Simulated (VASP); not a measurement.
VASP ran on this input.

### KPOINTS
```
Automatic mesh
0
Monkhorst-Pack
8 8 8
0 0 0
```

### POSCAR
```
Cs
1.0
 -3.0500000000   3.0500000000   3.0500000000
  3.0500000000  -3.0500000000   3.0500000000
  3.0500000000   3.0500000000  -3.0500000000
Cs
1
Cartesian
  0.0000000000   0.0000000000   0.0000000000
```

**INCAR**
```
SYSTEM = Cs
PREC = Accurate
ENCUT = 400
EDIFF = 1E-6
NELM = 100
ALGO = Normal
LREAL = .FALSE.
LASPH = .TRUE.
ISMEAR = 1
SIGMA = 0.1
GGA = PE
LMAXMIX = 4
LWAVE = .FALSE.
LCHARG = .FALSE.
ISIF = 2
```

POTCAR, in this order: Cs_sv (PBE.64 set). Program: vasp_std.

### Question
Translate this PBE calculation to Ansatz.

### Answer
One equivalent input (not run):
Ansatz 0.2 input:
```yaml
crystal:
  lattice:
    - [-3.0500000, 3.0500000, 3.0500000]
    - [3.0500000, -3.0500000, 3.0500000]
    - [3.0500000, 3.0500000, -3.0500000]
  atoms:
    - { symbol: Cs, position: [0.0000000, 0.0000000, 0.0000000] }
kpoints:
  mp_grid: { grid: [8, 8, 8], shift: [0.5, 0.5, 0.5] }
hamiltonian:
  xc: pbe
  pseudopotentials: { kind: paw }
scf:
  occupations: { method: methfessel_paxton, width: 0.1 }
  max_iter: 100
output: { forces: true, stress: true, eigenvalues: true }
```
The two are equivalent in intent, not identical: each code has its own PAW files, so the cut-off isn't converted (ENCUT is set for VASP's; basis.ecutwfc is left out, and Ansatz then takes the one that its files recommend); Ansatz stops its SCF on the density residual and VASP on the energy change (EDIFF); an even Monkhorst-Pack mesh in KPOINTS is shifted by half a step.

The compound is Cs in the bcc structure. The cell was not relaxed at this level. The run is one of a series of settings (KPOINTS 8×8×8 Monkhorst-Pack mesh against the base run), some of them coarse on purpose.
